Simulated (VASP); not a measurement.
# A VASP study of Ba2CoS3 (PBEsol + U): structure first, properties next, part 5 of 7

What structure does Ba2CoS3 take at this level, and what are its properties? The start is a computed cell from the Materials Project.

VASP 6.6.1; PBEsol, DFT+U (Co d 3 eV), spin-polarised from a ferromagnetic start; plane waves and PAW (Ba_sv, Co, S).

Still holding for the runs below: The magnetic state follows from one typed start and may not be the lowest.

So far, gap on the k-mesh (eV): step 2 (relaxing cell and atoms (PBEsol + U)) 0.586; step 3 (k-mesh 3×7×3) 0.599. The relaxed cell has a, b, c = 11.955, 4.187, 12.361 Å (conventional setting).

## (4) Single point with fields (PBEsol + U) (continued)

Valence density in the ac plane at fractional y = 0.250, with atoms of Ba and Co and S within 0.2 Å of it. It is the smooth field of the valence electrons, not physical close to the nuclei.

Values in e/Å³, 13 rows by 16 columns, each cell a mean:
```
0.2 0.2 0.3 0.2 0.1 0.0 0.0 0.0 0.0 0.3 0.9 0.8 0.2 0.0 0.0 0.1
1.0 0.6 0.1 0.2 0.4 0.2 0.1 0.0 0.0 0.0 0.1 0.1 0.1 0.0 0.2 0.9
1.0 0.8 0.2 0.8 0.7 0.8 0.2 0.1 0.1 0.1 0.1 0.2 0.5 0.3 0.3 1.1
0.4 0.1 0.1 0.4 0.7 0.5 0.2 0.9 1.1 0.6 0.2 0.8 0.6 0.8 0.2 0.2
0.0 0.0 0.0 0.1 0.1 0.1 0.2 1.1 1.0 0.8 0.1 0.4 0.7 0.4 0.1 0.0
0.0 0.1 0.5 0.5 0.1 0.0 0.1 0.2 0.4 0.2 0.2 0.1 0.1 0.1 0.0 0.0
0.1 0.6 1.1 1.1 0.4 0.0 0.0 0.0 0.1 0.7 0.8 0.5 0.1 0.1 0.1 0.1
0.3 0.3 0.9 0.9 0.2 0.0 0.0 0.0 0.2 0.8 0.8 0.7 0.2 0.2 0.7 0.8
0.4 0.1 0.1 0.1 0.1 0.0 0.0 0.0 0.1 0.2 0.3 1.9 3.6 0.6 0.9 0.8
0.1 0.0 0.1 0.8 1.4 0.2 0.1 0.2 0.1 0.0 0.1 1.6 3.1 0.4 0.3 0.3
0.0 0.1 0.2 2.6 5.1 0.7 0.8 0.8 0.3 0.1 0.1 0.1 0.1 0.0 0.0 0.0
0.1 0.6 0.8 0.6 0.4 0.3 0.8 0.8 0.4 0.2 0.6 0.5 0.1 0.0 0.0 0.0
0.2 0.8 0.7 0.6 0.1 0.1 0.2 0.2 0.1 0.6 1.0 1.2 0.4 0.0 0.0 0.0
```
Columns run along a (12.0 Å), rows up along c (12.4 Å). Atoms in or near the plane, at fractional coordinates: Ba at (0.01, 0.83), Ba at (0.51, 0.67), Ba at (0.17, 0.48), Ba at (0.67, 0.02), Co at (0.76, 0.30), Co at (0.26, 0.20), S at (0.77, 0.71), S at (0.27, 0.79), S at (0.44, 0.14), S at (0.94, 0.36), S at (0.14, 0.05), S at (0.64, 0.45).

Electrostatic potential energy in the ac plane at fractional y = 0.250, with atoms of Ba and Co and S within 0.2 Å of it. With pseudopotentials it is smooth inside the atoms' cores, unlike the true potential.

Ten even steps from '0' (-77 eV) to '9' (4 eV), each cell a mean:
```
9999999999999999999987777899999999
8899999999999999999998888999999999
7788999999999999999999999999999987
5678999975689999999999999999999876
5678999610059999999999999999999876
7788999710159999888899998534899987
8999999976799988767789996000499999
9999999999999987656789997312699999
9999999999999987766789999888999999
9999999999999998888899999999999999
9998888889999999999999999999999999
9998766788999999999987789999999999
9988655678999999999830038999999999
9998776788999999999820038999999778
8999888899999999999985578999994103
7999999999999999999999986447883001
9999999999999999999999983003897557
9999999877899999999999986336899999
9999998401589998999999999889999999
9999998400488622489999999999999999
9999988867898300179999999999999999
9996226899999633589988878899999999
9982002899999999999987667789999999
9985225999999999999886556789999999
```
Columns run along a (12.0 Å; values clipped at the 3rd and 97th percentile), rows up along c (12.4 Å). Atoms in or near the plane, at fractional coordinates: Ba at (0.01, 0.83), Ba at (0.51, 0.67), Ba at (0.17, 0.48), Ba at (0.67, 0.02), Co at (0.76, 0.30), Co at (0.26, 0.20), S at (0.77, 0.71), S at (0.27, 0.79), S at (0.44, 0.14), S at (0.94, 0.36), S at (0.14, 0.05), S at (0.64, 0.45).

In this run the pressure is -0.02 GPa, small enough to go on.

## (5) Band structure (PBEsol + U)

Levels along the symmetry lines show where the bands peak and cross; KPOINTS_OPT computes them in the converged potential.

Contents of INCAR:

```
SYSTEM = Ba2CoS3
PREC = Accurate
ENCUT = 400
EDIFF = 1E-06
NELM = 100
ISMEAR = 0
SIGMA = 0.05
LREAL = Auto
ALGO = Fast
GGA = PS
NBANDS = 165
ISPIN = 2
MAGMOM = 0.011 0.011 0.011 0.011 0.017 0.017 0.017 0.017 2.421 2.421 2.421 2.421 0.091 0.091 0.091 0.091 0.068 0.068 0.068 0.077 0.077 0.077 0.077 0.068
LDAU = .TRUE.
LDAUTYPE = 2
LDAUL = -1 2 -1
LDAUU = 0 3 0
LDAUJ = 0 0 0
LDAUPRINT = 1
LASPH = .TRUE.
LMAXMIX = 4
LORBIT = 11
LWAVE = .FALSE.
LCHARG = .FALSE.
KPAR = 4
NCORE = 2
```

Contents of POSCAR:

```
Ba2CoS3
1.0
   11.9553907722      0.0000000000      0.0000000000
    0.0000000000      4.1872664869      0.0000000000
    0.0000000000      0.0000000000     12.3608885890
Ba Co S
8 4 12
Direct
    0.0114822882      0.2500000000      0.8264270943
    0.4885177118      0.7500000000      0.3264270943
    0.5114822882      0.2500000000      0.6735729057
    0.9885177118      0.7500000000      0.1735729057
    0.1726261155      0.2500000000      0.4780588378
    0.8273738845      0.7500000000      0.5219411622
    0.6726261155      0.2500000000      0.0219411622
    0.3273738845      0.7500000000      0.9780588378
    0.2448678139      0.7500000000      0.6977865142
    0.7448678139      0.7500000000      0.8022134858
    0.7551321861      0.2500000000      0.3022134858
    0.2551321861      0.2500000000      0.1977865142
    0.7743410930      0.2500000000      0.7138539658
    0.2256589070      0.7500000000      0.2861460342
    0.2743410930      0.2500000000      0.7861460342
    0.7256589070      0.7500000000      0.2138539658
    0.4372014963      0.2500000000      0.1403063618
    0.5627985037      0.7500000000      0.8596936382
    0.9372014963      0.2500000000      0.3596936382
    0.3620383986      0.7500000000      0.5536477587
    0.1379616014      0.2500000000      0.0536477587
    0.8620383986      0.7500000000      0.9463522413
    0.6379616014      0.2500000000      0.4463522413
    0.0627985037      0.7500000000      0.6403063618
```

Contents of KPOINTS:

```
Automatic mesh
0
Gamma
3 7 3
0 0 0
```

Contents of KPOINTS_OPT:

```
Line mode
12
Line-mode
Reciprocal
  0.00000000   0.00000000   0.00000000 GAMMA
  0.00000000  -0.50000000   0.00000000 X

  0.00000000  -0.50000000   0.00000000 X
 -0.50000000  -0.50000000   0.00000000 S

 -0.50000000  -0.50000000   0.00000000 S
 -0.50000000   0.00000000   0.00000000 Y

 -0.50000000   0.00000000   0.00000000 Y
  0.00000000   0.00000000   0.00000000 GAMMA

  0.00000000   0.00000000   0.00000000 GAMMA
  0.00000000   0.00000000  -0.50000000 Z

  0.00000000   0.00000000  -0.50000000 Z
  0.00000000  -0.50000000  -0.50000000 U

  0.00000000  -0.50000000  -0.50000000 U
 -0.50000000  -0.50000000  -0.50000000 R

 -0.50000000  -0.50000000  -0.50000000 R
 -0.50000000   0.00000000  -0.50000000 T

 -0.50000000   0.00000000  -0.50000000 T
  0.00000000   0.00000000  -0.50000000 Z

 -0.50000000   0.00000000   0.00000000 Y
 -0.50000000   0.00000000  -0.50000000 T

  0.00000000  -0.50000000  -0.50000000 U
  0.00000000  -0.50000000   0.00000000 X

 -0.50000000  -0.50000000   0.00000000 S
 -0.50000000  -0.50000000  -0.50000000 R
```

The projector-augmented-wave data sets are Ba_sv, Co and S (PBE family, release 64).

Started as:

```sh
$ mpirun -np 8 vasp_std
```

Output:

```text
[... set-up lines as in an earlier step ...]
 entering main loop
       N       E                     dE             d eps       ncg     rms          rms(c)
DAV:   1     0.132989874079E+04    0.13299E+04   -0.63071E+04 10560   0.847E+02
DAV:   2     0.240982224295E+02   -0.13058E+04   -0.12018E+04 11315   0.226E+02
DAV:   3    -0.130556459653E+03   -0.15465E+03   -0.14906E+03 13136   0.896E+01
DAV:   4    -0.139453435469E+03   -0.88970E+01   -0.87944E+01 14896   0.214E+01
DAV:   5    -0.139928346758E+03   -0.47491E+00   -0.47412E+00 15576   0.439E+00    0.404E+01
RMM:   6    -0.184241350612E+03   -0.44313E+02   -0.30870E+02 13967   0.505E+01    0.105E+02
RMM:   7    -0.135550224105E+03    0.48691E+02   -0.54342E+01 11281   0.209E+01    0.367E+01
RMM:   8    -0.127267841787E+03    0.82824E+01   -0.19608E+01 11363   0.116E+01    0.142E+01
RMM:   9    -0.129108679661E+03   -0.18408E+01   -0.19712E+00 13414   0.245E+00    0.102E+01
RMM:  10    -0.129157415426E+03   -0.48736E-01   -0.11519E+00 14530   0.222E+00    0.571E+00
RMM:  11    -0.129223018855E+03   -0.65603E-01   -0.46035E-01 14290   0.131E+00    0.271E+00
RMM:  12    -0.129279063934E+03   -0.56045E-01   -0.17012E-01 15257   0.746E-01    0.160E+00
RMM:  13    -0.129294558880E+03   -0.15495E-01   -0.50369E-02 16384   0.379E-01    0.107E+00
RMM:  14    -0.129307013171E+03   -0.12454E-01   -0.17121E-02 15901   0.288E-01    0.582E-01
RMM:  15    -0.129313376162E+03   -0.63630E-02   -0.11530E-02 16027   0.205E-01    0.268E-01
RMM:  16    -0.129315735667E+03   -0.23595E-02   -0.39200E-03 17345   0.105E-01    0.145E-01
RMM:  17    -0.129317090264E+03   -0.13546E-02   -0.10359E-03 18869   0.619E-02    0.105E-01
RMM:  18    -0.129318861020E+03   -0.17708E-02   -0.81503E-04 16330   0.688E-02    0.877E-02
RMM:  19    -0.129319423040E+03   -0.56202E-03   -0.29030E-04 17635   0.321E-02    0.801E-02
RMM:  20    -0.129320738333E+03   -0.13153E-02   -0.83709E-04 16225   0.709E-02    0.638E-02
RMM:  21    -0.129321709473E+03   -0.97114E-03   -0.17675E-03 17566   0.104E-01    0.478E-02
RMM:  22    -0.129322029857E+03   -0.32038E-03   -0.17248E-04 15573   0.299E-02    0.246E-02
RMM:  23    -0.129322126854E+03   -0.96997E-04   -0.12813E-04 15568   0.272E-02    0.154E-02
RMM:  24    -0.129322157921E+03   -0.31067E-04   -0.64457E-05 15253   0.181E-02    0.887E-03
RMM:  25    -0.129322169902E+03   -0.11981E-04   -0.18142E-05 15132   0.878E-03    0.465E-03
WARNING in EDDRMM: call to ZHEGV failed, returncode =   6  3    116
RMM:  26    -0.129322172099E+03   -0.21969E-05   -0.36144E-06 12481   0.356E-03    0.225E-03
 num prob  num prob  num prob RMM:  27    -0.129322172358E+03   -0.25853E-06   -0.73780E-07  8777   0.181E-03
   1 F= -.12932217E+03 E0= -.12932217E+03  d E =-.439891E-14  mag=    11.9999
 Start KPOINTS_OPT (optional k-point list driver)
k-point batch [1-16\144]
       N       E                     dE             ncg
DAV:   1     0.799612528776E+04   -0.38742E+05    10560
DAV:   2    -0.120860428932E+05   -0.20082E+05    11631
DAV:   3    -0.144585917543E+05   -0.23725E+04    13147
DAV:   4    -0.145960775469E+05   -0.13749E+03    15168
DAV:   5    -0.146023881383E+05   -0.63106E+01    15456
DAV:   6    -0.146025296678E+05   -0.14153E+00    15440
DAV:   7    -0.146025329566E+05   -0.32888E-02    15504
DAV:   8    -0.146025330278E+05   -0.71166E-04    15304
DAV:   9    -0.146025330297E+05   -0.19593E-05    11168
DAV:  10    -0.146025330299E+05   -0.16934E-06     9360
[...]
k-point batch [129-144\144]
       N       E                     dE             ncg
DAV:   1     0.753188839241E+04   -0.65655E+05    10560
DAV:   2    -0.122933292885E+05   -0.19825E+05    11682
DAV:   3    -0.145979314223E+05   -0.23046E+04    13244
DAV:   4    -0.147255299068E+05   -0.12760E+03    14480
DAV:   5    -0.147327476991E+05   -0.72178E+01    16288
DAV:   6    -0.147328714705E+05   -0.12377E+00    15064
DAV:   7    -0.147328748937E+05   -0.34232E-02    16328
DAV:   8    -0.147328749605E+05   -0.66871E-04    15000
DAV:   9    -0.147328749625E+05   -0.19427E-05    11376
DAV:  10    -0.147328749627E+05   -0.19011E-06     9728
```

Wall time 35 min (8 MPI ranks of Intel Xeon 6975P-C (Granite Rapids), shared host); peak memory 12 GiB.

Parts of OUTCAR (step 5):

```text
   k-points           NKPTS =     16   k-points in BZ     NKDIM =     16   number of bands    NBANDS=    165

   NELECT =     188.0000    total number of electrons

atom =   9  type =  2  l = 2

 onsite density matrix

spin component  1

  0.9511  0.0013  0.0000  0.0000  0.0000
  0.0013  0.9570  0.0000  0.0000 -0.0000
  0.0000  0.0000  0.9483 -0.0056 -0.0020
  0.0000  0.0000 -0.0056  0.9544 -0.0007
  0.0000 -0.0000 -0.0020 -0.0007  0.9614

spin component  2

  0.8671 -0.2165 -0.0000 -0.0000 -0.0000
 -0.2165  0.1880 -0.0000 -0.0000  0.0000
 -0.0000 -0.0000  0.7496  0.2940  0.0660
 -0.0000 -0.0000  0.2940  0.3858  0.0320
 -0.0000  0.0000  0.0660  0.0320  0.2217

 occupancies and eigenvectors

  o =  0.1248  v =  0.0000  0.0000  0.0000  0.0000  0.0000  0.2800  0.9600  0.0000  0.0000  0.0000      0.0000  0.0000  0.0000  0.0000  0.0000  0.0000  0.0000  0.0000  0.0000  0.0000
  o =  0.2123  v =  0.0000  0.0000  0.0000  0.0000  0.0000  0.0000 -0.0000 -0.2749  0.2972  0.9144      0.0000  0.0000  0.0000  0.0000  0.0000  0.0000  0.0000  0.0000  0.0000  0.0000
  o =  0.2237  v =  0.0000  0.0000  0.0000  0.0000  0.0000  0.0000  0.0000 -0.4112  0.8233 -0.3912      0.0000  0.0000  0.0000  0.0000  0.0000  0.0000  0.0000  0.0000  0.0000  0.0000
  o =  0.9211  v =  0.0000  0.0000  0.0000  0.0000  0.0000  0.0000 -0.0000  0.8691  0.4835  0.1041      0.0000  0.0000  0.0000  0.0000  0.0000  0.0000  0.0000  0.0000  0.0000  0.0000
  o =  0.9303  v =  0.0000  0.0000  0.0000  0.0000  0.0000 -0.9600  0.2800  0.0000  0.0000  0.0000      0.0000  0.0000  0.0000  0.0000  0.0000  0.0000  0.0000  0.0000  0.0000  0.0000
  o =  0.9448  v =  0.0000  0.0000 -0.8543 -0.5049 -0.1237  0.0000  0.0000  0.0000  0.0000  0.0000      0.0000  0.0000  0.0000  0.0000  0.0000  0.0000  0.0000  0.0000  0.0000  0.0000
  o =  0.9508  v = -0.9799  0.1996  0.0000  0.0000  0.0000  0.0000  0.0000  0.0000  0.0000  0.0000      0.0000  0.0000  0.0000  0.0000  0.0000  0.0000  0.0000  0.0000  0.0000  0.0000
  o =  0.9573  v = -0.1996 -0.9799 -0.0000 -0.0000 -0.0000  0.0000  0.0000  0.0000  0.0000  0.0000      0.0000  0.0000  0.0000  0.0000  0.0000  0.0000  0.0000  0.0000  0.0000  0.0000
  o =  0.9576  v =  0.0000  0.0000 -0.4946  0.8627 -0.1055  0.0000  0.0000  0.0000  0.0000  0.0000      0.0000  0.0000  0.0000  0.0000  0.0000  0.0000  0.0000  0.0000  0.0000  0.0000
  o =  0.9617  v =  0.0000  0.0000 -0.1600  0.0289  0.9867  0.0000  0.0000  0.0000  0.0000  0.0000      0.0000  0.0000  0.0000  0.0000  0.0000  0.0000  0.0000  0.0000  0.0000  0.0000

atom =  10  type =  2  l = 2

 onsite density matrix

spin component  1

  0.9511 -0.0013 -0.0000  0.0000  0.0000
 -0.0013  0.9570  0.0000 -0.0000  0.0000
 -0.0000  0.0000  0.9483  0.0056 -0.0020
  0.0000 -0.0000  0.0056  0.9544  0.0007
  0.0000  0.0000 -0.0020  0.0007  0.9614

spin component  2

  0.8671  0.2165  0.0000 -0.0000 -0.0000
  0.2165  0.1880  0.0000  0.0000 -0.0000
  0.0000  0.0000  0.7496 -0.2940  0.0660
 -0.0000  0.0000 -0.2940  0.3858 -0.0320
 -0.0000 -0.0000  0.0660 -0.0320  0.2217

 occupancies and eigenvectors

  o =  0.1248  v =  0.0000  0.0000  0.0000  0.0000  0.0000 -0.2800  0.9600  0.0000 -0.0000 -0.0000      0.0000  0.0000  0.0000  0.0000  0.0000  0.0000  0.0000  0.0000  0.0000  0.0000
  o =  0.2123  v =  0.0000  0.0000  0.0000  0.0000  0.0000  0.0000 -0.0000  0.2749  0.2972 -0.9144      0.0000  0.0000  0.0000  0.0000  0.0000  0.0000  0.0000  0.0000  0.0000  0.0000
  o =  0.2237  v =  0.0000  0.0000  0.0000  0.0000  0.0000  0.0000 -0.0000  0.4112  0.8233  0.3912      0.0000  0.0000  0.0000  0.0000  0.0000  0.0000  0.0000  0.0000  0.0000  0.0000
  o =  0.9211  v =  0.0000  0.0000  0.0000  0.0000  0.0000  0.0000 -0.0000  0.8691 -0.4835  0.1041      0.0000  0.0000  0.0000  0.0000  0.0000  0.0000  0.0000  0.0000  0.0000  0.0000
  o =  0.9303  v =  0.0000  0.0000  0.0000  0.0000  0.0000 -0.9600 -0.2800 -0.0000  0.0000  0.0000      0.0000  0.0000  0.0000  0.0000  0.0000  0.0000  0.0000  0.0000  0.0000  0.0000
[...]
99       3.0283      1.00000
    100       3.1525      1.00000
    101       4.6970      0.00000
    102       5.4254      0.00000
    103       5.4848      0.00000
    104       5.5774      0.00000
    105       6.0186      0.00000
    ...

 k-point     2 :       0.3333    0.0000    0.0000
  band No.  band energies     occupation
    ...
     96       2.6923      1.00000
     97       2.7124      1.00000
     98       2.8041      1.00000
     99       2.8953      1.00000
    100       3.0593      1.00000
    101       4.8412      0.00000
    102       5.2147      0.00000
    103       5.5486      0.00000
    104       5.6045      0.00000
    105       6.0248      0.00000
    ...

  Total       -0.0964662     -0.0637653     -0.0243986     -0.0000000      0.0000000      0.0000000
  in kB       -0.2497708     -0.1651016     -0.0631730     -0.0000000      0.0000000      0.0000000
  external PRESSURE =      -0.1593485 kB  Pullay stress =       0.0000000 kB

 POSITION                                       TOTAL-FORCE (eV/Angst)
 -----------------------------------------------------------------------------------
      0.13728      1.04682     10.21537         0.001775      0.000000      0.000411
      5.84042      3.14045      4.03493        -0.001775     -0.000000      0.000411
      6.11497      1.04682      8.32596         0.001775     -0.000000     -0.000411
     11.81812      3.14045      2.14552        -0.001775     -0.000000     -0.000411
      2.06381      1.04682      5.90923         0.001583      0.000000      0.004979
      9.89158      3.14045      6.45166        -0.001583     -0.000000     -0.004979
      8.04151      1.04682      0.27121         0.001583     -0.000000     -0.004979
      3.91388      3.14045     12.08968        -0.001583     -0.000000      0.004979
      2.92749      3.14045      8.62526         0.006287      0.000000     -0.003294
      8.90519      3.14045      9.91607         0.006287     -0.000000      0.003294
      9.02790      1.04682      3.73563        -0.006287     -0.000000      0.003294
      3.05020      1.04682      2.44482        -0.006287     -0.000000     -0.003294
      9.25755      1.04682      8.82387        -0.000662      0.000000      0.000811
      2.69784      3.14045      3.53702         0.000662     -0.000000     -0.000811
      3.27985      1.04682      9.71746        -0.000662     -0.000000     -0.000811
      8.67554      3.14045      2.64343         0.000662      0.000000      0.000811
      5.22691      1.04682      1.73431         0.007805     -0.000000      0.003026
      6.72848      3.14045     10.62658        -0.007805      0.000000     -0.003026
     11.20461      1.04682      4.44613         0.007805     -0.000000     -0.003026
      4.32831      3.14045      6.84358         0.000310      0.000000     -0.003859
      1.64938      1.04682      0.66313        -0.000310     -0.000000     -0.003859
     10.30601      3.14045     11.69775         0.000310     -0.000000      0.003859
      7.62708      1.04682      5.51731        -0.000310     -0.000000      0.003859
      0.75078      3.14045      7.91476        -0.007805      0.000000      0.003026
 -----------------------------------------------------------------------------------
    total drift:                               -0.000000      0.000000      0.000000

  FREE ENERGIE OF THE ION-ELECTRON SYSTEM (eV)
  ---------------------------------------------------
  free  energy   TOTEN  =      -129.3221723579 eV

  energy  without entropy=     -129.3221723579  energy(sigma->0) =     -129.32217236

 magnetization (x)
# of ion       s       p       d       tot
------------------------------------------
    1        0.001   0.001   0.009   0.011
    2        0.001   0.001   0.009   0.011
    3        0.001   0.001   0.009   0.011
    4        0.001   0.001   0.009   0.011
    5        0.001   0.002   0.014   0.017
    6        0.001   0.002   0.014   0.017
    7        0.001   0.002   0.014   0.017
    8        0.001   0.002   0.014   0.017
    9        0.018   0.044   2.359   2.421
   10        0.018   0.044   2.359   2.421
   11        0.018   0.044   2.359   2.421
   12        0.018   0.044   2.359   2.421
   13        0.008   0.083   0.000   0.091
   14        0.008   0.083   0.000   0.091
   15        0.008   0.083   0.000   0.091
   16        0.008   0.083   0.000   0.091
   17        0.004   0.064   0.000   0.068
   18        0.004   0.064   0.000   0.068
   19        0.004   0.064   0.000   0.068
   20        0.004   0.073   0.000   0.077
   21        0.004   0.073   0.000   0.077
   22        0.004   0.073   0.000   0.077
   23        0.004   0.073   0.000   0.077
   24        0.004   0.064   0.000   0.068
--------------------------------------------------
tot          0.139   1.075   9.527  10.741

[... 9 parts as in an earlier step ...]

[... 12 further parts left out ...]
[key lines of the parts left out:]
E-fermi :   3.4008
```

Numbers from this step:

```
bands                             : 165
Fermi energy                      : 3.401 eV
pressure                          : -0.01593 GPa
least gap on mesh and path        : 0.5766 eV
least direct gap on mesh and path : 0.8319 eV
conduction bottom at k            : 0, -0.4545, 0
least direct gap at k             : 0, -0.4545, 0
```

[end of part 5 of 7]

[Lines on the potential files, build, host, timing and source positions are cut from VASP's logs without a mark.]

[Logs are printed without paths, hosts, clocks, repeated set-up lines and the standing remarks that a program may print on its own settings, such as how far it seeks lower states.]

[Hosts, paths, dates, database ids (printed as entryN), source tags and the programs' standing remarks are cut or masked in the printed files.]

[A measured line is paired with the nearest computed mode of its activity, which favours agreement.]

[In band tables of VASP the shares of atoms and orbitals are scaled to a sum of 1 inside the atoms' spheres.]
